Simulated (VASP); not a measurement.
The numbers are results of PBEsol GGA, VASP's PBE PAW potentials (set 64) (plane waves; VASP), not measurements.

VASP ran on this input.

File KPOINTS:
```
kpoints
0
Gamma
  13 13 7
```

**INCAR**
```
ALGO = Normal
EDIFF = 1E-6
EDIFFG = -0.01
ENCUT = 520
GGA = PS
IBRION = 2
ISIF = 3
ISMEAR = 1
LASPH = T
LCHARG = F
LMAXMIX = 4
LREAL = F
LWAVE = F
NELM = 100
NSW = 60
PREC = Accurate
SIGMA = 0.1
SYSTEM = Ti
```

### POSCAR
```
Ti
1
    1.4487519945    -2.5093121178     0.0000000000
    1.4487519945     2.5093121178    -0.0000000000
   -0.0000000000     0.0000000000     4.5915947397
Ti
2
Direct
  0.3333330000   0.6666670000   0.2500000000
  0.6666670000   0.3333330000   0.7500000000
```

POTCAR, in this order: Ti_sv (PBE.64 set). Program: vasp_std.

The run wrote:

OSZICAR:
```
       N       E                     dE             d eps       ncg     rms          rms(c)
DAV:   1     0.247569190196E+03    0.24757E+03   -0.13637E+04  2688   0.188E+03
DAV:   2     0.968527893676E+01   -0.23788E+03   -0.23646E+03  2760   0.496E+02
DAV:   3    -0.177666526141E+02   -0.27452E+02   -0.27292E+02  5256   0.137E+02
DAV:   4    -0.188543521444E+02   -0.10877E+01   -0.10877E+01  2840   0.288E+01
DAV:   5    -0.189096135988E+02   -0.55261E-01   -0.55260E-01  4480   0.444E+00    0.129E+01
DAV:   6    -0.166836778351E+02    0.22259E+01   -0.80326E+00  3176   0.336E+01    0.324E+00
DAV:   7    -0.166577051522E+02    0.25973E-01   -0.92433E-01  4048   0.819E+00    0.209E+00
DAV:   8    -0.166867131203E+02   -0.29008E-01   -0.24174E-01  3128   0.665E+00    0.753E-01
DAV:   9    -0.166769120620E+02    0.98011E-02   -0.58316E-02  3280   0.282E+00    0.739E-02
DAV:  10    -0.166772395777E+02   -0.32752E-03   -0.27449E-03  4216   0.419E-01    0.983E-02
DAV:  11    -0.166773071591E+02   -0.67581E-04   -0.26284E-04  3088   0.145E-01    0.290E-02
DAV:  12    -0.166772996087E+02    0.75504E-05   -0.38985E-05  3840   0.540E-02    0.105E-02
DAV:  13    -0.166772996661E+02   -0.57354E-07   -0.12997E-06  2296   0.116E-02
   1 F= -.16677300E+02 E0= -.16677185E+02  d E =-.166773E+02
```

**OUTCAR**
```
------------------------ aborting loop because EDIFF is reached ----------------------------------------
  FORCE on cell =-STRESS in cart. coord.  units (eV):
  Direction    XX          YY          ZZ          XY          YZ          ZX
  --------------------------------------------------------------------------------------
  Total       -0.0166366     -0.0166366      0.0073759      0.0000000     -0.0000000     -0.0000000
  in kB       -0.7984239     -0.7984240      0.3539832      0.0000000     -0.0000000     -0.0000000
  external PRESSURE =      -0.4142882 kB  Pullay stress =       0.0000000 kB
  volume of cell :       33.38
      direct lattice vectors                 reciprocal lattice vectors
     1.448751995 -2.509312118  0.000000000     0.345124633 -0.199257795  0.000000000
     1.448751995  2.509312118  0.000000000     0.345124633  0.199257795  0.000000000
     0.000000000  0.000000000  4.591594740     0.000000000  0.000000000  0.217789256
 POSITION                                       TOTAL-FORCE (eV/Angst)
 -----------------------------------------------------------------------------------
      1.44875      0.83644      1.14790        -0.000000     -0.000000      0.000000
      1.44875     -0.83644      3.44370         0.000000      0.000000      0.000000
 -----------------------------------------------------------------------------------
    total drift:                               -0.000000      0.001054     -0.000020
  FREE ENERGIE OF THE ION-ELECTRON SYSTEM (eV)
  ---------------------------------------------------
  free  energy   TOTEN  =       -16.6772996661 eV

  energy  without entropy=      -16.6769546733  energy(sigma->0) =      -16.67718467

 reached required accuracy - stopping structural energy minimisation
```
(Selected blocks of OUTCAR.)

The compound is Ti in the hcp structure. It was relaxed first, which changed the volume by -5 %. The start is the result of an earlier pass.
